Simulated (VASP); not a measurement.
A convergence study with VASP on In (space group I4/mmm): one setting is varied, all else stays as given below, so the limit is that of these other settings.

```xyz
1
Lattice="-1.6299 1.6299 2.4824 1.6299 -1.6299 2.4824 1.6299 1.6299 -2.4824" Properties=species:S:1:pos:R:3 pbc="T T T"
In     0.0000     0.0000     0.0000
```

All values below come from PBE GGA, VASP's PBE PAW potentials (set 64) (plane waves; VASP 6.6.1). The tightest run used: 300 eV cut-off, 22×22×22 Γ-centred mesh, Fermi-Dirac smearing of 0.10 eV, potentials In_d.

### Question
The settings run are 2×2×2 mesh; 3×3×3 mesh; 4×4×4 mesh; 5×5×5 mesh; 6×6×6 mesh; 7×7×7 mesh; 8×8×8 mesh; 9×9×9 mesh; 10×10×10 mesh; 11×11×11 mesh; 12×12×12 mesh; 13×13×13 mesh; 15×15×15 mesh; 17×17×17 mesh; 18×18×18 mesh; 20×20×20 mesh; 22×22×22 mesh. From which on does the stress (every component) stay within 0.5 GPa of the tightest run?

### Answer
From 11×11×11 mesh on: it is off by 0.27 there and by no more than 0.5 in any finer run, while 10×10×10 mesh is off by 1.41.
| setting | E (eV/atom) | pressure (GPa) | irreducible k-points | difference judged (GPa) |
|---|---|---|---|---|
| 2×2×2 mesh | -2.9144 | -5.46 | 4 | 13.97 |
| 3×3×3 mesh | -1.8804 | 1.53 | 6 | 13.07 |
| 4×4×4 mesh | -2.4163 | 3.29 | 13 | 4.77 |
| 5×5×5 mesh | -2.5092 | 2.01 | 18 | 5.47 |
| 6×6×6 mesh | -2.5825 | 0.60 | 30 | 0.68 |
| 7×7×7 mesh | -2.5453 | 0.76 | 40 | 0.60 |
| 8×8×8 mesh | -2.5478 | 1.11 | 59 | 1.96 |
| 9×9×9 mesh | -2.5388 | 1.32 | 75 | 0.30 |
| 10×10×10 mesh | -2.5589 | 1.12 | 102 | 1.41 |
| 11×11×11 mesh | -2.5520 | 1.18 | 126 | 0.27 |
| 12×12×12 mesh | -2.5531 | 1.21 | 163 | 0.16 |
| 13×13×13 mesh | -2.5561 | 1.19 | 196 | 0.24 |
| 15×15×15 mesh | -2.5534 | 1.12 | 288 | 0.23 |
| 17×17×17 mesh | -2.5533 | 1.15 | 405 | 0.19 |
| 18×18×18 mesh | -2.5534 | 1.15 | 480 | 0.05 |
| 20×20×20 mesh | -2.5538 | 1.17 | 641 | 0.09 |
| 22×22×22 mesh | -2.5547 | 1.15 | 834 | 0.00 |

Left out are rungs that failed or repeat a setting and relaxations that didn't move; long series are thinned to 24 rows.

The structure is a typed In crystal (space group no. 139). The cell was not relaxed at this level.
